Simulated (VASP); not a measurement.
## LaTe (relaxed from the CsCl type structure, space group Pm-3m): computed properties

These are PBEsol GGA, VASP's PBE PAW potentials (set 64) (plane waves; VASP) values and carry that method's errors.

For LaTe, the space group is Pm-3m (221) and the cell is a = b = c = 3.8732 Å, α = β = γ = 90.00°. The volume per atom is 29.05 Å³/atom, the band gap (over mesh and band path) is none (metal, semimetal or under 0.01 eV) and the density comes out as 7.62 g/cm³.

Space group Pm-3m (No. 221); a = 3.8732 Å, b = 3.8732 Å, c = 3.8732 Å, α = 90.00°, β = 90.00°, γ = 90.00°

| atom | site | symmetry | x | y | z |
|---|---|---|---|---|---|
| La | 1a | m-3m | 0.0000 | 0.0000 | 0.0000 |
| Te | 1b | m-3m | 0.5000 | 0.5000 | 0.5000 |

Unless said otherwise, spin-orbit coupling is left out, though it shifts the bands of the heavy elements here.

The structure was generated: LaTe was put into the CsCl type type (Pm-3m), which need not be its known phase. It was relaxed first, which changed the volume by -36 %. Symmetry was kept, so distortions that lower it aren't found. The electron count is odd and the run is not spin-polarised, which forces a metal.
